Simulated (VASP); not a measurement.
These are PBEsol GGA, VASP's PBE PAW potentials (set 64) (plane waves; VASP) values and carry that method's errors.

VASP input:

**POSCAR**
```
Mg(AlC)2
1
    3.2799730000     0.0000000000     0.0000000000
   -1.6399860000     2.8405400000     0.0000000000
    0.0000000000     0.0000000000     5.6336220000
Mg Al C
1 2 2
Direct
  0.0000000000   0.0000000000   0.0000000000
  0.6666670000   0.3333330000   0.3500100000
  0.3333330000   0.6666670000   0.6499900000
  0.3333330000   0.6666670000   0.2700800000
  0.6666670000   0.3333330000   0.7299200000
```

**KPOINTS**
```
Automatic mesh
0
Gamma
8 8 4
0 0 0
```

INCAR:
```
SYSTEM = Mg(AlC)2
PREC = Accurate; ENCUT = 400; LREAL = .FALSE.
LASPH = .TRUE.
EDIFF = 1E-6; NELM = 100; ALGO = Normal
ISMEAR = 0; SIGMA = 0.01
GGA = PS
ISIF = 2
LWAVE = .FALSE.; LCHARG = .FALSE.
```

POTCAR, in this order: Mg Al C (PBE.64 set). Program: vasp_std.

Output

**OUTCAR**
```
 ion  position               nearest neighbor table
   1  0.000  0.000  0.000-   4 2.43   5 2.43   4 2.43   5 2.43   5 2.43   4 2.43   2 2.73   3 2.73
                             3 2.73   2 2.73   3 2.73   2 2.73
   2  0.667  0.333  0.350-   4 1.95   4 1.95   4 1.95   5 2.14   3 2.54   3 2.54   3 2.54   1 2.73
                             1 2.73   1 2.73
   3  0.333  0.667  0.650-   5 1.95   5 1.95   5 1.95   4 2.14   2 2.54   2 2.54   2 2.54   1 2.73
                             1 2.73   1 2.73
   4  0.333  0.667  0.270-   2 1.95   2 1.95   2 1.95   3 2.14   1 2.43   1 2.43   1 2.43
   5  0.667  0.333  0.730-   3 1.95   3 1.95   3 1.95   2 2.14   1 2.43   1 2.43   1 2.43
  LATTYP: Found a hexagonal cell.
 ALAT       =     3.2799730000
 C/A-ratio  =     1.7175818216
 Subroutine PRICEL returns:
 Original cell was already a primitive cell.
 Subroutine GETGRP returns: Found 12 space group operations
The static configuration has the point symmetry D_3d.
The dynamic configuration has the point symmetry D_3d.
 Subroutine INISYM returns: Found 12 space group operations
 Subroutine IBZKPT returns following result:
 Found     35 irreducible k-points:

 Following reciprocal coordinates:
            Coordinates               Weight
  0.000000  0.000000  0.000000      1.000000
  0.125000 -0.000000  0.000000      6.000000
  0.250000 -0.000000  0.000000      6.000000
  0.375000 -0.000000  0.000000      6.000000
  0.500000 -0.000000  0.000000      3.000000
  0.125000  0.125000  0.000000      6.000000
  0.250000  0.125000  0.000000     12.000000
  0.375000  0.125000  0.000000     12.000000
  0.250000  0.250000  0.000000      6.000000
  0.375000  0.250000  0.000000      6.000000
  0.000000  0.000000  0.250000      2.000000
  0.125000 -0.000000  0.250000      6.000000
  0.000000  0.125000  0.250000      6.000000
  0.250000 -0.000000  0.250000      6.000000
  0.000000  0.250000  0.250000      6.000000
  0.375000 -0.000000  0.250000      6.000000
  0.000000  0.375000  0.250000      6.000000
...
```

File OSZICAR:
```
       N       E                     dE             d eps       ncg     rms          rms(c)
DAV:   1     0.255081536025E+02    0.25508E+02   -0.60656E+03   840   0.923E+02
DAV:   2    -0.308682443160E+02   -0.56376E+02   -0.51543E+02  1232   0.158E+02
DAV:   3    -0.338320634716E+02   -0.29638E+01   -0.29496E+01  1096   0.381E+01
DAV:   4    -0.338684848194E+02   -0.36421E-01   -0.36411E-01   996   0.489E+00
DAV:   5    -0.338690980003E+02   -0.61318E-03   -0.61306E-03  1080   0.651E-01    0.104E+01
DAV:   6    -0.295898672986E+02    0.42792E+01   -0.13228E+01  1004   0.222E+01    0.345E+00
DAV:   7    -0.294602939016E+02    0.12957E+00   -0.71054E-01  1008   0.585E+00    0.216E+00
DAV:   8    -0.294203998302E+02    0.39894E-01   -0.64424E-02   980   0.212E+00    0.286E-01
DAV:   9    -0.294187299641E+02    0.16699E-02   -0.89357E-03  1028   0.640E-01    0.131E-01
DAV:  10    -0.294186594926E+02    0.70472E-04   -0.36579E-04  1016   0.149E-01    0.666E-02
DAV:  11    -0.294186549682E+02    0.45244E-05   -0.46023E-05  1012   0.551E-02    0.227E-02
DAV:  12    -0.294186520329E+02    0.29353E-05   -0.25201E-05  1024   0.313E-02    0.608E-03
DAV:  13    -0.294186516328E+02    0.40010E-06   -0.12448E-06   584   0.820E-03
   1 F= -.29418652E+02 E0= -.29418652E+02  d E =-.591083E-30
```

File OUTCAR:
```
------------------------ aborting loop because EDIFF is reached ----------------------------------------
  FORCE on cell =-STRESS in cart. coord.  units (eV):
  Direction    XX          YY          ZZ          XY          YZ          ZX
  --------------------------------------------------------------------------------------
  Total        5.2873671      5.2873673      3.3490488      0.0000009      0.0000000      0.0000000
  in kB      161.3954040    161.3954106    102.2287803      0.0000284      0.0000000      0.0000000
  external PRESSURE =     141.6731983 kB  Pullay stress =       0.0000000 kB
  volume of cell :       52.49
      direct lattice vectors                 reciprocal lattice vectors
     3.279973000  0.000000000  0.000000000     0.304880558  0.176022815  0.000000000
    -1.639986000  2.840540000  0.000000000     0.000000000  0.352045738  0.000000000
     0.000000000  0.000000000  5.633622000     0.000000000  0.000000000  0.177505697
 POSITION                                       TOTAL-FORCE (eV/Angst)
 -----------------------------------------------------------------------------------
      0.00000      0.00000      0.00000         0.000000      0.000000      0.000000
      1.63999      0.94685      1.97182         0.000000      0.000000      0.006987
     -0.00000      1.89369      3.66180         0.000000     -0.000000     -0.006987
     -0.00000      1.89369      1.52153         0.000000     -0.000000     -0.520824
      1.63999      0.94685      4.11209        -0.000000      0.000000      0.520824
 -----------------------------------------------------------------------------------
    total drift:                               -0.000000     -0.000000      0.000000
  FREE ENERGIE OF THE ION-ELECTRON SYSTEM (eV)
  ---------------------------------------------------
  free  energy   TOTEN  =       -29.4186516328 eV

  energy  without entropy=      -29.4186516328  energy(sigma->0) =      -29.41865163
```
(Selected blocks of OUTCAR.)

**OUTCAR**
```
 val. band max:        7.4198374582   @ k =   0.1250  -0.0000   0.0000

 cond. band min:       9.2906024109   @ k =   0.5000  -0.0000   0.2500


 Fermi energy:         7.4977299471

 k-point     1 :       0.0000    0.0000    0.0000
  band No.  band energies     occupation
      1      -6.3701      2.00000
      2      -3.5649      2.00000
      3       0.5700      2.00000
      4       6.3382      2.00000
      5       6.3382      2.00000
      6       7.1927      2.00000
      7       7.2520      2.00000
      8       7.2520      2.00000
      9      11.5064      0.00000
     10      12.6931      0.00000
     11      14.5135      0.00000
     12      14.5411      0.00000

 k-point     2 :       0.1250   -0.0000    0.0000
  band No.  band energies     occupation
      1      -6.1362      2.00000
      2      -3.3899      2.00000
      3       0.8143      2.00000
      4       5.0974      2.00000
      5       6.0057      2.00000
      6       6.3575      2.00000
      7       7.1558      2.00000
      8       7.4198      2.00000
      9      11.9990      0.00000
     10      12.6876      0.00000
     11      13.5796      0.00000
     12      15.1666      0.00000

 k-point     3 :       0.2500   -0.0000    0.0000
  band No.  band energies     occupation
      1      -5.4568      2.00000
      2      -2.9284      2.00000
      3       1.5271      2.00000
      4       3.0653      2.00000
      5       4.6617      2.00000
      6       5.4044      2.00000
      7       6.8413      2.00000
      8       7.1273      2.00000
      9      11.0990      0.00000
     10      12.4998      0.00000
     11      13.4137      0.00000
     12      14.6630      0.00000

 k-point     4 :       0.3750   -0.0000    0.0000
  band No.  band energies     occupation
      1      -4.4320      2.00000
      2      -2.5048      2.00000
      3       1.3993      2.00000
      4       2.6267      2.00000
      5       3.0188      2.00000
      6       4.9427      2.00000
...
```

At this cut-off the stress carries a Pulay error, which pulls relaxed volumes low.

The structure comes from a computed database's Al2MgC2 entry (P-3m1); how it stands against other phases isn't given here. The cell was not relaxed at this level, and its volume differs by -5.9 % from the start's.
